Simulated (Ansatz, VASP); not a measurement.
# Cross-check of WSe2 between VASP and Ansatz, part 2 of 2

Aim: how closely do two programs agree when they are given the same cell, functional and k mesh? The cell is taken from a series of runs on this material, whose earlier steps may have relaxed, scaled, displaced or heated it; both programs get it as it stands.

VASP 6.6.1 and Ansatz 0.2.0.

So far: The starting structure; VASP: dielectric response, PBEsol.

### Step 3. Ansatz: dielectric response, PBEsol

Level of this step: Ansatz beside VASP: Kohn-Sham DFT, plane waves, PBEsol (Ansatz).

Ansatz runs on its default PAW (the set named soft_2) files.

The same cell, functional and mesh now go to Ansatz, which takes its cutoff from its data sets.

Input file input.yaml:

```yaml
crystal:
  lattice:
    - [3.2712173602, 0.0, 0.0]
    - [-1.6356086801, 2.8329573352, 0.0]
    - [0.0, 0.0, 13.2200479553]
  atoms:
    - { symbol: W, position: [0.3333333333, 0.6666666667, 0.25] }
    - { symbol: W, position: [0.6666666667, 0.3333333333, 0.75] }
    - { symbol: Se, position: [0.3333333333, 0.6666666667, 0.6233820472] }
    - { symbol: Se, position: [0.6666666667, 0.3333333333, 0.1233820472] }
    - { symbol: Se, position: [0.3333333333, 0.6666666667, 0.8766179528] }
    - { symbol: Se, position: [0.6666666667, 0.3333333333, 0.3766179528] }
kpoints:
  mp_grid: { grid: [8, 8, 2] }
scf:
  occupations: { method: fixed }
hamiltonian:
  xc: pbesol
  pseudopotentials: { kind: paw }
dielectric: {}
```

Started as:

```console
> ansatz run input.yaml --threads 4 --pin off --max-ram 8192MiB --backend cpu --events-out ev --progress --plain --runs-dir out
```

Numbers of over 12 decimals in the logs are rounded to 6 here.

The log of the run:

```text
Engine: ansatz 0.2.0, x86_64-unknown-linux-gnu
Pseudopotentials: kind: paw
Pseudopotential: W, paw, valence charge 14, recommended cutoff 420 eV (normal), W.paw.azcp
Pseudopotential: Se, paw, valence charge 16, recommended cutoff 420 eV (normal), Se.paw.azcp
Functional definition: PBEsol
  exchange = pbesol_x
  correlation = pbesol_c
Crystal: 6 atoms, lattice volume = 122.513 Å³
Basis set: ecut = 420 eV, 2457 PW (Γ), exchange–correlation on 48×48×180 points (8 copies of the dense FFT grid, shifted against one another)
Bands: 56, of which v1, the nominal top of the filled ones, is band 46 counted from 1 (45 counted from 0)
Symmetry: 24 space group operations
k-points: 42 of 128 (irreducible under 2 space group operations, time reversal used)
Non-local potential: W, projectors of the file, l = 0: 3, l = 1: 2, l = 2: 2, l = 3: 1
Non-local potential: Se, projectors of the file, l = 0: 2, l = 1: 2, l = 2: 3, l = 3: 1
PAW form: soft (Blöchl's): semilocal exchange-correlation on the pseudo side does not see the compensation charge
PAW frozen core: W, regenerated for the run's functional, and the local potential with it (the file was generated under x = pbe(κ = 0.804, μ = 0.219515), c = pbe(β = 0.066725))
PAW frozen core: Se, regenerated for the run's functional, and the local potential with it (the file was generated under x = pbe(κ = 0.804, μ = 0.219515), c = pbe(β = 0.066725))
PAW one-centre angular grid: W, 590 points (default); XC on 64 Gauss nodes
PAW one-centre angular grid: Se, 590 points (default); XC on 64 Gauss nodes
Initial density: superposition of atomic densities (neutral atoms: chi_scale 0, normalization atom), corrected by the library's trained network
Initial wavefunctions: pseudopotential atomic-orbital guess
Functional: x = pbesol(κ = 0.804, μ = 0.123457), c = pbesol(β = 0.046)
SCF iter   1: F=—  HF=-42213.528635 eV  |F-HF|=—  |Δ(HF+E_count)|=         —  Δρ=4.96e-3  dr2=2.19e-2  ethr=1.77e-3  ⟨swp⟩=4.9  Hψ=7421  notcnv=0  defer=296
preconditioner: auto → Resta (q_TF=auto, 2.601 Å⁻¹)  ε∞=6.0  [insulator: Δε(μ)=1.151 eV  Ē_g=9.019 eV  n_scr=40 (ndim 8)  ℏωp=20.1 eV  f_vac=0.061  ε∞_Penn≈6.0]
SCF iter   2: F=—  HF=-42213.531115 eV  |F-HF|=—  |Δ(HF+E_count)|=   2.48e-3  Δρ=2.71e-3  dr2=3.19e-3  ethr=2.38e-5  ⟨swp⟩=2.5  Hψ=4096  notcnv=0  defer=334
SCF iter   3: F=—  HF=-42213.532774 eV  |F-HF|=—  |Δ(HF+E_count)|=   1.66e-3  Δρ=1.42e-3  dr2=9.01e-4  ethr=3.47e-6  ⟨swp⟩=2.0  Hψ=2559  notcnv=0  defer=334
SCF iter   4: F=—  HF=-42213.533530 eV  |F-HF|=—  |Δ(HF+E_count)|=   7.56e-4  Δρ=1.06e-4  dr2=2.71e-5  ethr=9.79e-7  ⟨swp⟩=2.0  Hψ=3077  notcnv=0  defer=334
SCF iter   5: F=—  HF=-42213.533540 eV  |F-HF|=—  |Δ(HF+E_count)|=   9.79e-6  Δρ=3.84e-5  dr2=2.93e-6  ethr=2.95e-8  ⟨swp⟩=2.0  Hψ=2888  notcnv=0  defer=118
SCF iter   6: F=—  HF=-42213.533532 eV  |F-HF|=—  |Δ(HF+E_count)|=   8.13e-6  Δρ=1.38e-5  dr2=3.33e-7  ethr=3.18e-9  ⟨swp⟩=2.0  Hψ=4087  notcnv=0  defer=113
SCF iter   7: F=—  HF=-42213.533532 eV  |F-HF|=—  |Δ(HF+E_count)|=   3.72e-7  Δρ=3.63e-6  dr2=2.15e-8  ethr=3.62e-10  ⟨swp⟩=2.0  Hψ=4087  notcnv=0  defer=113
SCF iter   8: F=—  HF=-42213.533532 eV  |F-HF|=—  |Δ(HF+E_count)|=  7.93e-10  Δρ=1.22e-6  dr2=1.96e-9  ethr=2.34e-11  ⟨swp⟩=2.0  Hψ=4087  notcnv=0  defer=113
SCF iter   9: F=-42213.533532 eV  HF=-42213.533532 eV  |F-HF|=6.55e-11  |Δ(HF+E_count)|=   1.62e-9  Δρ=2.13e-7  dr2=4.86e-11  ethr=1.00e-12  ⟨swp⟩=8.4  Hψ=8702  notcnv=0
SCF 1 converged in 9 iterations: F = -42213.533532 eV  dr2 = 4.86e-11
  greatest PAW one-centre occupation: 1.000 electrons in one spin orbital (limit 2), on the Se atom at site 5 (counted from 0), in its partial waves of l = 2
NSCF: frozen V_eff on 2 k-points
DFPT response loops at Γ: preconditioner auto → Resta (q_TF=auto, 2.601 Å⁻¹)  ε∞=7.2 (no band partly filled); β = 1.00, the filter's whole step (`scf.mixing.beta` (0.50) is not read by the response loops at its default; to damp them type it under 1.00, their step now; it binds the ground state too); Broyden in place of MSR1
── the response to a field inside a basis, on 8×8×2 k-points: an SCF that follows is theirs, and a resumed run solves both again ──
Bands: 47, of which v1, the nominal top of the filled ones, is band 46 counted from 1 (45 counted from 0)
k-points: 20 of 128 (irreducible under 8 space group operations)
Initial density: handed on by an earlier stage of this run
Initial wavefunctions: pseudopotential atomic-orbital guess (no wavefunctions were taken with the density)
Eigensolver: Dense (20 Hₖ)
SCF iter   1: F=—  HF=-42213.278870 eV  |F-HF|=—  |Δ(HF+E_count)|=         —  Δρ=5.06e-4  dr2=1.14e-4  ethr=1.00e-1
preconditioner: auto → Resta (q_TF=auto, 2.601 Å⁻¹)  ε∞=8.6  [insulator: Δε(μ)=1.268 eV  Ē_g=7.281 eV  n_scr=40 (ndim 8)  ℏωp=20.1 eV  f_vac=0.061  ε∞_Penn≈8.6]
SCF iter   2: F=—  HF=-42213.278922 eV  |F-HF|=—  |Δ(HF+E_count)|=   5.20e-5  Δρ=2.91e-4  dr2=4.27e-5  ethr=1.23e-7
SCF iter   3: F=—  HF=-42213.278948 eV  |F-HF|=—  |Δ(HF+E_count)|=   2.54e-5  Δρ=3.48e-5  dr2=2.02e-6  ethr=4.64e-8
SCF iter   4: F=—  HF=-42213.278948 eV  |F-HF|=—  |Δ(HF+E_count)|=   2.39e-7  Δρ=1.59e-5  dr2=6.12e-7  ethr=2.19e-9
SCF iter   5: F=—  HF=-42213.278948 eV  |F-HF|=—  |Δ(HF+E_count)|=   1.34e-7  Δρ=6.28e-6  dr2=1.26e-7  ethr=6.65e-10
SCF iter   6: F=-42213.278948 eV  HF=-42213.278948 eV  |F-HF|=6.48e-9  |Δ(HF+E_count)|=   2.56e-8  Δρ=1.76e-6  dr2=1.24e-8  ethr=1.37e-10
SCF 1 converged in 6 iterations: F = -42213.278948 eV  dr2 = 1.24e-8
  greatest PAW one-centre occupation: 1.000 electrons in one spin orbital (limit 2), on the Se atom at site 2 (counted from 0), in its partial waves of l = 2
DFPT response loops at Γ: preconditioner auto → Resta (q_TF=auto, 2.601 Å⁻¹)  ε∞=6.9 (no band partly filled); β = 1.00, the filter's whole step (`scf.mixing.beta` (0.50) is not read by the response loops at its default; to damp them type it under 1.00, their step now; it binds the ground state too); Broyden in place of MSR1
SCF converged after 9 iterations
Free energy (F): -42213.533532 eV
Harris-Foulkes:  -42213.533532 eV  (|F-HF|=6.55e-11)
Internal energy: -42213.533532 eV  (E = F + TS)
E sigma→0 (E₀):  -42213.533532 eV
Fermi energy:    12.579098 eV
--- Per-component energies (eV) ---
  E_band       = -1710.177900
  E_kinetic    = 1380.160425
  E_local      = -11753.943497  (includes V_loc(G=0)·N_el)
  E_nonlocal   = -2362.006067
  E_hartree    = 5641.923102
  E_xc         = -946.294633
  E_vxc        = -873.002305  (∫ρ·V_xc dr)
  E_paw        = -24344.673994  (= ΣΔE_a)
  E_vpaw       = 614.769990  (= ΣTr[D̂ρ^β])
  E_aug_tail   = -0.002571  (compensation charges beyond the density's cutoff)
  E_ewald      = -9833.173682
  E_core_change = 4.477386  (= ΣΔE_core)
  E_smearing   = -0.000000  (= −TS)
  E_closure    = -0.000000  (closes the sum)
  Σ components = -42213.533532   (vs F -42213.533532, Δ=0.00e0)
--- Band table (eV; the first three rows and the last of 42) ---
  k-point 0: bands = [... 42 lower, 11.1982, 11.3944, 11.4945, 12.5791, 15.3799, 15.3799, 15.4195, 15.4195, ... 6 higher]
  k-point 1: bands = [... 42 lower, 11.1780, 11.1780, 12.3394, 12.3394, 15.3879, 15.3879, 15.3879, 15.3879, ... 6 higher]
  k-point 2: bands = [... 42 lower, 11.0122, 11.5402, 11.6939, 12.2390, 14.6715, 14.9724, 15.1016, 15.1464, ... 6 higher]
  k-point 41: bands = [... 42 lower, 10.3708, 10.3708, 11.8328, 11.8328, 14.3760, 14.3760, 15.1552, 15.1552, ... 6 higher]
--- Dielectric response (ions clamped): 3 representative field directions + reference, inside a basis on a mesh of 128 k-points (Σ response iterations 15) ---
  ε∞ (high-frequency dielectric tensor):
       14.905991     0.000000     0.000000
        0.000000    14.905991     0.000000
        0.000000     0.000000     6.944080
  Born effective charges Z* (e; rows j = field, columns β = displacement):
    site 0:
        -1.31950    0.00000   -0.00000
        -0.00000   -1.31950    0.00000
         0.00000    0.00000   -0.75931
    site 1:
        -1.31950   -0.00000   -0.00000
        -0.00000   -1.31950    0.00000
         0.00000    0.00000   -0.75931
    site 2:
         0.65975    0.00000   -0.00000
        -0.00000    0.65975    0.00000
        -0.00000    0.00000    0.37966
    site 3:
         0.65975    0.00000    0.00000
         0.00000    0.65975   -0.00000
        -0.00000   -0.00000    0.37966
    site 4:
         0.65975    0.00000    0.00000
         0.00000    0.65975   -0.00000
         0.00000   -0.00000    0.37966
    site 5:
         0.65975   -0.00000   -0.00000
         0.00000    0.65975    0.00000
         0.00000    0.00000    0.37966
  Z* charge neutrality: 4.629e-2 e pre-enforcement
  solved inside a basis spanned on kpoints, on 8×8×2 k-points, its susceptibility summed on 14×14×4: ε∞ is read to err by 1.0e-1, Z* by 3.1e-2 e (field_mesh: kpoints solves on kpoints); Z* is corrected for what the basis lacks
```

### Step 4. Comparison

Known differences besides the potentials themselves: fixed occupations in Ansatz, narrow Gaussian smearing in VASP; VASP's response is taken on the typed mesh, Ansatz refines its own for the field response alone; the data sets hold 92 valence electrons in Ansatz (on its default PAW (the set named soft_2) files) and 36 in VASP; the cutoff is 420 eV in Ansatz and 520 eV in VASP; Ansatz makes its cores anew for this functional, VASP keeps those of its PBE data sets. Total energies have different zeros and are not compared.

The two programs side by side:

```
quantity  Ansatz   VASP  difference
   ε∞ xx   14.91  14.88     +0.17 %
   ε∞ yy   14.91  14.88     +0.17 %
   ε∞ zz    6.94   7.03     -1.17 %
```

### Step 5. Summary of results

| Quantity | Value |
| --- | --- |
| difference in ε∞ zz (dielectric response, PBEsol) | -1.2 % |

In words: The difference in ε∞ zz is -1.2 % (dielectric response, PBEsol), within the 5 % picked in this series as the mark of a large difference. The data sets hold unlike numbers of valence electrons (92 in Ansatz and 36 in VASP), so part of the differences comes from the potentials. How closely two codes agree says nothing of how well the functional describes the real material.

[Lines on the potential files, build, host, timing and source positions are cut from VASP's logs without a mark.]

[Logs are printed without paths, hosts, clocks, repeated set-up lines and the standing remarks that a program may print on its own settings, such as how far it seeks lower states.]

[Hosts, paths, dates, database ids (printed as entryN), source tags and the programs' standing remarks are cut or masked in the printed files.]
